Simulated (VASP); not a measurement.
An input for Quantum ESPRESSO's pw.x (written as the equivalent of a VASP run, and not itself run):

```
&CONTROL
  calculation = 'scf'
  pseudo_dir = './pseudo'
  outdir = './out'
  tprnfor = .true.
  tstress = .true.
/
&SYSTEM
  ibrav = 0
  nat = 4
  ntyp = 2
  ecutwfc = 98
  occupations = 'tetrahedra'
  input_dft = 'vdw-df-cx'
/
&ELECTRONS
  conv_thr = 7.3e-09
  electron_maxstep = 100
/
ATOMIC_SPECIES
  Si 28.085 Si.upf
  Ni 58.693 Ni.upf
CELL_PARAMETERS angstrom
     3.4725250   -0.0000000    0.0000000
    -0.0000000    3.4725250   -0.0000000
     0.0000000   -0.0000000    3.4725250
ATOMIC_POSITIONS crystal
  Si   0.0000000  0.0000000  0.0000000
  Ni   0.0000000  0.5000000  0.5000000
  Ni   0.5000000  0.0000000  0.5000000
  Ni   0.5000000  0.5000000  0.0000000
K_POINTS automatic
  10 10 10 0 0 0
```

Write the VASP files for the same calculation (vdW-DF-cx).

This is not unique; one that fits is 
**POSCAR**
```
Ni3Si
1
    3.4725249670    -0.0000000000     0.0000000000
   -0.0000000000     3.4725249670    -0.0000000000
    0.0000000000    -0.0000000000     3.4725249670
Si Ni
1 3
Direct
  0.0000000000   0.0000000000   0.0000000000
  0.0000000000   0.5000000000   0.5000000000
  0.5000000000   0.0000000000   0.5000000000
  0.5000000000   0.5000000000   0.0000000000
```

### KPOINTS
```
Automatic mesh
0
Gamma
10 10 10
0 0 0
```

### INCAR
```
! general
SYSTEM   = Ni3Si
PREC     = Accurate
ENCUT    = 520
LREAL    = .FALSE.
LASPH    = .TRUE.

! electronic loop
EDIFF    = 1E-7
NELM     = 100
ALGO     = Normal
LMAXMIX  = 4

! smearing
ISMEAR   = -5

! functional
GGA      = CX
LUSE_VDW = .TRUE.
AGGAC    = 0.0

! ions
ISIF     = 2

! output
LWAVE    = .FALSE.
LCHARG   = .TRUE.
LORBIT   = 11
NEDOS    = 601

! other
LEFG     = .TRUE.
```

POTCAR, in this order: Si Ni (PBE.64 set). Program: vasp_std.

Limits of the translation: the potentials are each code's own (VASP's PAW set, PseudoDojo norm-conserving files in pw.x), so ENCUT and ecutwfc are chosen apart and not converted; conv_thr bounds pw.x's estimated SCF error, while EDIFF bounds the energy change between steps; the field gradients of LEFG aren't asked of the other code.

The compound is Ni3Si in the L1_2 structure. It was relaxed first.
